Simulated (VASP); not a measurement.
# A VASP study of GaN (r2SCAN): structure first, properties next, part 3 of 3

How well does r2SCAN reproduce what experiment finds for GaN? The cell is relaxed first, and properties follow on it. The start is a cell from a database of measured crystal structures.

VASP 6.6.1, plane waves and PAW; the level of theory is named at each step.

So far, least gap on mesh and path (eV): step 5 (bands along the symmetry lines (r2SCAN)) 2.30; step 9 (band structure (r2SCAN + SOC)) 2.30.

The database entry behind the starting cell differs from later determinations by our own check (about 0.3 % short, ideal inner coordinate), so it need not match the best structure at ambient conditions.

**11. Bands along the symmetry lines (HSE06) (continued)**

The electronic bands at the labelled points (eV, zero at the valence-band top; v1 is the highest filled band, c1 the lowest empty one):

| point | v4 | v3 | v2 | v1 | c1 | c2 | c3 | c4 |
| --- | --- | --- | --- | --- | --- | --- | --- | --- |
| Γ | -1.12 | -0.03 | 0.00 | 0.00 | 3.20 | 5.70 | 10.98 | 11.48 |
| 0.60 of the way | -3.76 | -2.40 | -1.08 | -0.70 | 6.08 | 7.31 | 8.43 | 10.13 |
| M | -4.50 | -2.95 | -2.34 | -1.07 | 6.37 | 6.99 | 7.44 | 10.47 |
| 0.40 of the way | -4.42 | -3.62 | -2.44 | -1.75 | 6.99 | 7.53 | 7.91 | 10.35 |
| K | -5.66 | -3.19 | -3.19 | -2.94 | 6.34 | 9.62 | 9.62 | 9.97 |
| 0.40 of the way | -4.68 | -3.19 | -1.56 | -1.35 | 7.16 | 7.90 | 9.09 | 9.16 |
| Γ | -1.12 | -0.03 | 0.00 | 0.00 | 3.20 | 5.70 | 10.98 | 11.48 |
| 0.40 of the way | -1.02 | -1.02 | -0.11 | -0.11 | 4.07 | 5.79 | 10.67 | 11.48 |
| A | -0.57 | -0.57 | -0.57 | -0.57 | 5.68 | 5.68 | 10.09 | 10.09 |
| 0.40 of the way | -2.00 | -2.00 | -1.15 | -1.15 | 6.73 | 6.73 | 9.20 | 9.20 |
| L | -2.09 | -2.09 | -2.03 | -2.03 | 5.69 | 5.69 | 9.34 | 9.34 |
| 0.60 of the way | -3.76 | -3.76 | -1.66 | -1.66 | 7.01 | 7.01 | 9.60 | 9.60 |
| H | -4.50 | -4.50 | -1.58 | -1.58 | 7.89 | 7.89 | 8.73 | 8.73 |
| 0.40 of the way | -2.76 | -2.76 | -1.94 | -1.94 | 7.10 | 7.10 | 9.56 | 9.56 |
| A | -0.57 | -0.57 | -0.57 | -0.57 | 5.68 | 5.68 | 10.09 | 10.09 |
| jump to L | -2.09 | -2.09 | -2.03 | -2.03 | 5.69 | 5.69 | 9.34 | 9.34 |
| 0.40 of the way | -3.19 | -2.61 | -1.71 | -1.52 | 5.45 | 6.36 | 9.27 | 9.45 |
| M | -4.50 | -2.95 | -2.34 | -1.07 | 6.37 | 6.99 | 7.44 | 10.47 |
| jump to K | -5.66 | -3.19 | -3.19 | -2.94 | 6.34 | 9.62 | 9.62 | 9.97 |
| 0.40 of the way | -5.46 | -3.29 | -2.58 | -2.58 | 6.88 | 9.06 | 9.06 | 9.82 |
| H | -4.50 | -4.50 | -1.58 | -1.58 | 7.89 | 7.89 | 8.73 | 8.73 |

Of the projections kept (Ga, N), the largest for each band there; the rest of the weight can lie on other orbitals:

| point | v4 | v3 | v2 | v1 | c1 | c2 | c3 | c4 |
| --- | --- | --- | --- | --- | --- | --- | --- | --- |
| Γ | N 0.71 | N 0.78 | N 0.78 | N 0.78 | N 0.58 | Ga 0.73 | N 0.81 | Ga 1.00 |
| M | N 0.56 | N 0.66 | N 0.65 | N 0.72 | Ga 0.90 | Ga 0.63 | Ga 0.54 | N 0.62 |
| K | N 0.57 | N 0.62 | N 0.62 | N 0.64 | Ga 0.90 | N 0.54 | N 0.54 | N 0.69 |
| Γ | N 0.71 | N 0.78 | N 0.78 | N 0.78 | N 0.58 | Ga 0.73 | N 0.81 | Ga 1.00 |
| A | N 0.74 | N 0.74 | N 0.74 | N 0.74 | N 0.52 | N 0.52 | Ga 0.64 | Ga 0.64 |
| L | N 0.68 | N 0.68 | N 0.68 | N 0.68 | Ga 0.75 | Ga 0.75 | Ga 0.82 | Ga 0.82 |

The gap moves by +0.90 eV against r2SCAN, which ran on another mesh.

On this path the gap is direct, 3.20 eV, with the valence top at Γ and the conduction bottom at Γ.

**12. Bands along the symmetry lines (TB-mBJ)**

This step: TB-mBJ; plane waves and PAW (Ga_d, N) (VASP 6.6.1).

Levels along the symmetry lines show where the bands peak and cross; KPOINTS_OPT computes them in the converged potential. TB-mBJ is a local potential fitted to gaps: it costs far less than a hybrid but gives no energy.

Input file INCAR:

```
SYSTEM = GaN
PREC = Accurate
ENCUT = 520
EDIFF = 1E-06
NELM = 150
ISMEAR = 0
SIGMA = 0.05
LREAL = .FALSE.
ALGO = Normal
METAGGA = MBJ
LASPH = .TRUE.
NBANDS = 32
LORBIT = 11
LWAVE = .FALSE.
LCHARG = .FALSE.
KPAR = 4
```

Input file POSCAR:

```
GaN
1.0
    3.1888555310      0.0000000000      0.0000000000
   -1.5944277655      2.7616298988      0.0000000000
    0.0000000000      0.0000000000      5.1940668973
Ga N
2 2
Direct
    0.3333333333      0.6666666667      0.9991932276
    0.6666666667      0.3333333333      0.4991932276
    0.3333333333      0.6666666667      0.3758067724
    0.6666666667      0.3333333333      0.8758067724
```

Input file KPOINTS:

```
Automatic mesh
0
Gamma
7 7 4
0 0 0
```

Input file KPOINTS_OPT:

```
Line mode
16
Line-mode
Reciprocal
  0.00000000   0.00000000   0.00000000 GAMMA
  0.50000000   0.00000000   0.00000000 M

  0.50000000   0.00000000   0.00000000 M
  0.33333333   0.33333333   0.00000000 K

  0.33333333   0.33333333   0.00000000 K
  0.00000000   0.00000000   0.00000000 GAMMA

  0.00000000   0.00000000   0.00000000 GAMMA
  0.00000000   0.00000000   0.50000000 A

  0.00000000   0.00000000   0.50000000 A
  0.50000000   0.00000000   0.50000000 L

  0.50000000   0.00000000   0.50000000 L
  0.33333333   0.33333333   0.50000000 H

  0.33333333   0.33333333   0.50000000 H
  0.00000000   0.00000000   0.50000000 A

  0.50000000   0.00000000   0.50000000 L
  0.50000000   0.00000000   0.00000000 M

  0.33333333   0.33333333   0.00000000 K
  0.33333333   0.33333333   0.50000000 H
```

PAW data sets: Ga_d and N (PBE family, release 64).

The run is started by

```bash
$ mpirun -np 4 vasp_std
```

Run time: 2.2 min. Hardware: 4 MPI ranks of Intel Xeon 6975P-C (Granite Rapids), shared host; peak memory 0.8 GiB.

EDIFF was not reached within NELM cycles, so the run counts as unconverged.

**13. Outcome**

```yaml
relaxed_volume: 11.44 Å³/atom
relaxed_conventional_cell_a_b_c: 3.189, 3.189, 5.194 Å; angles 90.0, 90.0, 120.0°
space_group_after_relaxing_within_0p02_a: P6_3mc (No. 186)
band_gap: 2.30 eV, direct
gap_among_the_points_of_the_dos_mesh_alone_an_upper_bound: 2.30 eV
highest_zone_centre_mode: 695 cm⁻¹
strongest_peak_of_eps_2_mean_over_directions: 7.04 eV
eps_1_at_zero_frequency_no_local_fields_mean: 5.34
band_gap_r2scan_soc: 2.30 eV, direct
band_gap_hse06: 3.20 eV, direct
```

**Reading.** With r2SCAN, GaN relaxes to 11.44 Å³/atom in space group P6_3mc (held by the symmetry of the run) and has a direct gap of 2.30 eV (3.20 eV with HSE06). Against the listed cell the volume lies +1.1 % (a +0.3 %, c +0.5 %). Not obtained: bands along the symmetry lines (TB-mBJ), because the run did not converge. Bands along the symmetry lines (r2SCAN): The path shows a direct gap of 2.30 eV (valence top at Γ, conduction bottom at Γ). Zone-centre phonons (r2SCAN): The highest mode in this list at Γ, 695.4 cm⁻¹, is mostly motion of N (100 % of the kinetic energy). Band structure (r2SCAN + SOC): The path shows a direct gap of 2.30 eV (valence top at Γ, conduction bottom at Γ). Bands along the symmetry lines (HSE06): On this path the gap is direct, 3.20 eV, with the valence top at Γ and the conduction bottom at Γ. The other levels ran on the cell relaxed with r2SCAN, and without spin-orbit coupling unless named. Semilocal functionals usually underestimate gaps. Modes at Γ alone can't show that the crystal is stable at other wave vectors, and the LO-TO splitting is not included. No search among competing phases was made, and a listed structure need not be the one stable at ambient conditions. All values are for a static lattice at zero temperature.

Calculation against experiment:

| quantity | measured | r2SCAN | r2SCAN, spin-orbit coupling | HSE06 |
| --- | --- | --- | --- | --- |
| lattice constant a (Å) | 3.189 | 3.189 (-0.0 %) | - | - |
| lattice constant c (Å) | 5.186 | 5.194 (+0.2 %) | - | - |
| band gap (direct gap) (eV) | 3.503 | 2.30 (-1.20 eV) | 2.30 (-1.20 eV) | 3.20 (-0.31 eV) |
| Raman mode, E2(high) (cm⁻¹) | 570 | 564 (-1.0 %) | - | - |

Cost of the run behind each value, in core time: r2SCAN 5 min, r2SCAN, spin-orbit coupling 23 min, HSE06 64 min.

Measured values from arxiv:1710.05670 (2017), pmc:6823545 (2019) and arxiv:1601.01883 (2016).

**Verdict.** The lattice constant a matches within 0.05 %: good agreement. The lattice constant c is off by +0.2 %: good agreement. For the band gap, of the levels listed nearest comes HSE06 (-0.31 eV, fair agreement) and farthest r2SCAN, spin-orbit coupling (-1.20 eV, a clear miss). Zero-point and thermal motion shift the measured gap. The Raman mode is off by -1.0 %: good agreement. The grades are ours: good and fair within 0.7 and 1.5 % for the lattice constant a, 0.8 and 2 % for the lattice constant c and 3 and 7 % for the Raman mode. Zero-point motion and thermal expansion (measured at up to 300 K) are not in the computed lattice constants and Raman mode.

[Lines on the potential files, build, host, timing and source positions are cut from VASP's logs without a mark.]

[Logs are printed without paths, hosts, clocks, repeated set-up lines and the standing remarks that a program may print on its own settings, such as how far it seeks lower states.]

[Hosts, paths, dates, database ids (printed as entryN), source tags and the programs' standing remarks are cut or masked in the printed files.]

[A measured line is paired with the nearest computed mode of its activity, which favours agreement.]
